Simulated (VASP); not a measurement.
A convergence study with VASP on Mg$_{2}$Si (space group no. 225 when undisturbed): a few settings are varied, all else stays as given below, so the limit is that of these other settings. One atom is moved off its site, so that forces are finite.

```
Mg2Si
1.0
    0.00000     3.16547     3.16547
    3.16547     0.00000     3.16547
    3.16547     3.16547     0.00000
Mg Si
2 1
Direct
  0.25000   0.25000   0.25000
  0.75000   0.75000   0.75000
  0.00790   0.00790   0.99210
```

The numbers are results of LDA (Ceperley-Alder, Perdew-Zunger), VASP's LDA PAW potentials (set 64) (plane waves; VASP), not measurements. The last row used: 300 eV cut-off, 14×14×14 Γ-centred mesh shifted by (0.5, 0.5, 0.5), Fermi-Dirac smearing of 0.010 eV, potentials Mg Si.

Gaps are read on the run's mesh, which can miss a band edge.

| setting | E (eV/atom) | pressure (GPa) | gap on the mesh (eV) | irreducible k-points |
|---|---|---|---|---|
| 2×2×2 mesh | -3.3174 | -2.12 | 1.335 | 3 |
| 3×3×3 mesh | -3.3628 | -2.13 | 0.790 | 10 |
| 4×4×4 mesh | -3.3685 | -2.12 | 0.560 | 20 |
| 5×5×5 mesh | -3.3695 | -2.12 | 0.443 | 39 |
| 6×6×6 mesh | -3.3697 | -2.12 | 0.373 | 63 |
| 7×7×7 mesh | -3.3697 | -2.12 | 0.329 | 100 |
| 8×8×8 mesh | -3.3697 | -2.12 | 0.297 | 144 |
| 9×9×9 mesh | -3.3697 | -2.12 | 0.274 | 205 |
| 10×10×10 mesh | -3.3697 | -2.12 | 0.257 | 275 |
| 11×11×11 mesh | -3.3697 | -2.12 | 0.242 | 366 |
| 12×12×12 mesh | -3.3697 | -2.12 | 0.231 | 468 |
| 13×13×13 mesh | -3.3697 | -2.12 | 0.222 | 595 |
| 14×14×14 mesh | -3.3697 | -2.12 | 0.214 | 735 |

Left out are rungs that failed or repeat a setting and relaxations that didn't move; long series are thinned to 24 rows.

The structure is a typed Mg2Si crystal (space group no. 225). The cell was not relaxed at this level, it is distorted from the ideal structure.
